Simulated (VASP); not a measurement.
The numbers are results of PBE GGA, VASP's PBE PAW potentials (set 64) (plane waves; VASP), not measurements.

VASP input:

INCAR:
```
SYSTEM=AuAl2
PREC=Accurate; ENCUT=300; LREAL=.False.
LASPH=.True.
EDIFF=1E-6; NELM=100; ALGO=Normal
LMAXMIX=6
ISMEAR=0; SIGMA=0.1
GGA=PE
ISIF=2
LWAVE=.False.; LCHARG=.False.
```

KPOINTS:
```
K-points
0
gamma
 8 8 8
```

File POSCAR:
```
AuAl2
1.0
  0.0000000000   2.9400000000   2.9400000000
  2.9400000000   0.0000000000   2.9400000000
  2.9400000000   2.9400000000   0.0000000000
Al Au
2 1
direct
  0.2570100000   0.2458900000   0.2432150000
  0.7518040000   0.7453930000   0.7520820000
 -0.0088140000   0.0087170000   0.0047030000
```

POTCAR, in this order: Al Au (PBE.64 set). Program: vasp_std.

At this cut-off the stress carries a Pulay error, which pulls relaxed volumes low. Unless said otherwise, spin-orbit coupling is left out, though it shifts the bands of the heavy elements here.

Q: What does the run give for the energy per atom (σ→0), pressure, largest force, band gap (on the k-mesh)?

A: 
* **energy per atom (σ→0)**: -3.952 eV/atom
* **band gap (on the k-mesh)**: none (metal, semimetal or under 0.01 eV)
* **pressure**: 11.37 GPa
* **largest force**: 0.673 eV/Å

### OSZICAR
```
...
DAV:   7    -0.118895745242E+02    0.68393E-01   -0.26759E-01  6688   0.573E+00    0.196E+00
DAV:   8    -0.118593073330E+02    0.30267E-01   -0.20447E-02  7160   0.115E+00    0.407E-01
DAV:   9    -0.118583277166E+02    0.97962E-03   -0.28230E-03  7036   0.642E-01    0.186E-01
DAV:  10    -0.118584600871E+02   -0.13237E-03   -0.22575E-04  6716   0.120E-01    0.324E-02
DAV:  11    -0.118584533681E+02    0.67191E-05   -0.66378E-06  7600   0.206E-02    0.101E-02
DAV:  12    -0.118584549211E+02   -0.15530E-05   -0.28337E-06  6596   0.121E-02    0.356E-03
DAV:  13    -0.118584551511E+02   -0.23006E-06   -0.28377E-07  3588   0.543E-03
   1 F= -.11858455E+02 E0= -.11856544E+02  d E =-.382194E-02
```

The structure is a typed AuAl2 crystal. The cell was not relaxed at this level, atoms are displaced from their ideal sites. The electron count is odd and the run is not spin-polarised, which forces a metal.
